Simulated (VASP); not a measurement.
Input:

```
Re
1.0
    1.34934    -2.33712     0.00000
    1.34934     2.33712     0.00000
    0.00000     0.00000     4.36816
Re
2
Cartesian
  1.34934   0.77904   1.09204
  1.34934  -0.77904   3.27612
```

Calculation: LDA (Ceperley-Alder, Perdew-Zunger), VASP's LDA PAW potentials (set 64) (plane waves; VASP 6.6.1). Numerical set-up: 500 eV cut-off, 15×15×8 Γ-centred mesh, first-order Methfessel-Paxton smearing of 0.10 eV, potentials Re.

Question: The ions, cell shape and volume at an external pressure of 30.0 GPa are relaxed. Give the cell that the relaxation ends in.

Answer: 
```
Re
1.0
    1.34072    -2.32220     0.00000
    1.34072     2.32220     0.00000
    0.00000     0.00000     4.34005
Re
2
Cartesian
  1.34072   0.77407   1.08501
  1.34072  -0.77407   3.25504
```
Space group P6_3/mmc (194), at a tolerance of 0.03 Å.

Question: How do energy and volume change from the first to the last step?

Answer: The energy (σ→0) changes by +40.8 meV/atom and the volume by -1.9 %, in 4 ionic steps.

The compound is Re in the hcp structure. This run relaxes it under an external pressure of 30 GPa. Symmetry was kept, so distortions that lower it aren't found.
